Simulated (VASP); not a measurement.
Given:

```yaml
crystal:
  lattice:
    - [2.84674, 0.00000, 0.00000]
    - [0.00000, 2.84674, 0.00000]
    - [0.00000, 0.00000, 2.84674]
  atoms:
    - { symbol: Al, position: [0.50000, 0.50000, 0.50000] }
    - { symbol: Co, position: [0.00000, 0.00000, 0.00000] }
```

The numbers are results of PBE GGA with D3 dispersion (Becke-Johnson damping), VASP's PBE PAW potentials (set 64) (plane waves; VASP), not measurements. Numerical set-up: 520 eV cut-off, 13×13×13 Γ-centred mesh, first-order Methfessel-Paxton smearing of 0.10 eV, potentials Al Co.

Problem. Estimate the energy per atom (σ→0), pressure, band gap (on the k-mesh) with the smallest direct gap where there is one.

Solution. 
The band gap (on the k-mesh) is none (metal, semimetal or under 0.01 eV) and the energy per atom (σ→0) comes out as -6.430 eV/atom. The pressure is -5.40 GPa.

The absolute energy has meaning only against runs of the same code, potentials and settings.

The compound is CoAl in the CsCl type structure. This cell is one point of a volume scan, at 1.03 of the reference volume. The run is not spin-polarised, so no magnetic state was tried.
